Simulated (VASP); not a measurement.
ZnGe2N2:

```
Zn Ge N
1.0
     5.41159   -0.02019   -0.06139
    -0.01152    3.11648    0.00390
    -0.13157    0.01017    8.19281
Zn Ge N
2 4 4
Direct
  0.20121 0.24007 0.01493
  0.81932 0.70433 0.01925
  0.40298 0.79912 0.39223
  0.94636 0.27604 0.36717
  0.58786 0.27878 0.65116
  0.07689 0.73411 0.62727
  0.24647 0.23201 0.73170
  0.74332 0.73415 0.75384
  0.26411 0.22946 0.26284
  0.72922 0.77894 0.23361
```

The cell was built by a generator and needn't be a form met in nature.

- Program: VASP 6.6.1
- Task: relaxation of cell and atoms
- Functional: PBE
- Potentials or basis: VASP PAW PBE potentials, release 64 (Zn, Ge_d, N)
- Cutoff: 520 eV
- k mesh: 4 × 7 × 3
- Occupations: gaussian, width 0.15 eV
- Spin: no spin polarisation

At the start: pressure -0.3 GPa; volume 13.81 Å³/atom.

Q: How do energy, volume and symmetry change on relaxing?

A: Over 21 steps the energy falls by 180.8 meV/atom and the volume is 13.54 Å³/atom (-2.0 %); space group P2_1/m (No. 11, to 0.05 Å).

Step by step:
```tsv
step	energy change (eV)	largest force (eV/Å)	pressure (GPa)	volume (Å³)
1	0.0000	3.6331	-0.35	138.15
2	-1.4605	1.2786	-1.54	137.53
3	-1.4644	1.3075	-1.40	137.49
4	-1.6481	0.7552	0.50	135.04
5	-1.6707	0.7813	1.36	133.92
6	-1.7545	0.5138	-0.14	135.25
7	-1.7555	0.5191	-0.32	135.40
8	-1.7857	0.2132	0.17	135.22
9	-1.7866	0.2861	0.35	135.18
10	-1.7972	0.1171	-0.17	135.79
11	-1.7977	0.1213	-0.28	135.92
12	-1.8014	0.0846	-0.07	135.51
13	-1.8020	0.1108	0.17	135.22
14	-1.8048	0.0701	0.21	135.26
15	-1.8052	0.0979	0.26	135.27
16	-1.8064	0.0369	-0.18	135.94
17	-1.8065	0.0429	-0.29	135.86
18	-1.8070	0.0654	0.09	135.63
19	-1.8071	0.0524	-0.08	135.69
20	-1.8071	0.0527	-0.11	135.68
21	-1.8075	0.0199	0.02	135.37
```

Final structure:
```xyz
10
Lattice="5.4500 0.0007 0.0001 0.0004 3.1112 0.0017 -0.0423 0.0051 7.9836" Properties=species:S:1:pos:R:3 pbc="T T T"
Zn    1.0450    0.7773    0.0526
Zn    4.4272    2.3368    0.0358
Ge    2.2791    2.3467    2.8925
Ge    4.9806    0.7914    2.9075
Ge    3.1473    0.7754    5.1776
Ge    0.4464    2.3308    5.1650
N     1.3625    0.7742    6.0475
N     4.0473    2.3304    6.0264
N     1.3779    0.7911    2.0456
N     4.0642    2.3481    2.0241
```
